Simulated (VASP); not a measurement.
Crystal: Ta.

```xyz
1
Lattice="-1.6513 1.6513 1.6513 1.6513 -1.6513 1.6513 1.6513 1.6513 -1.6513" Properties=species:S:1:pos:R:3 pbc="T T T"
Ta    0.0000    0.0000    0.0000
```

- Program: VASP 6.6.1
- Task: relaxation of cell and atoms
- Functional: PBE
- Potentials or basis: VASP PAW PBE potentials, release 64 (Ta_pv)
- Cutoff: 520 eV
- k mesh: 18 × 18 × 18
- Occupations: gaussian, width 1 eV
- Spin: no spin polarisation

At the start: pressure 5.8 GPa; volume 18.01 Å³/atom.

Problem. How do energy, volume and symmetry change on relaxing?

Solution. Over 4 steps the energy falls by 9.3 meV/atom and the volume is 18.54 Å³/atom (+3.0 %); space group Im-3m (No. 229, to 0.05 Å).

Step by step:
```tsv
step	energy change (eV)	largest force (eV/Å)	pressure (GPa)	volume (Å³)
1	0.0000	0.0000	5.77	18.01
2	0.0325	0.0000	-10.49	19.75
3	-0.0093	0.0000	-0.11	18.55
4	-0.0093	0.0000	0.00	18.54
```

Final structure:
```
CELL_PARAMETERS angstrom
-1.66738 1.66738 1.66738
1.66738 -1.66738 1.66738
1.66738 1.66738 -1.66738
ATOMIC_POSITIONS crystal
Ta 0.00000 0.00000 0.00000
```
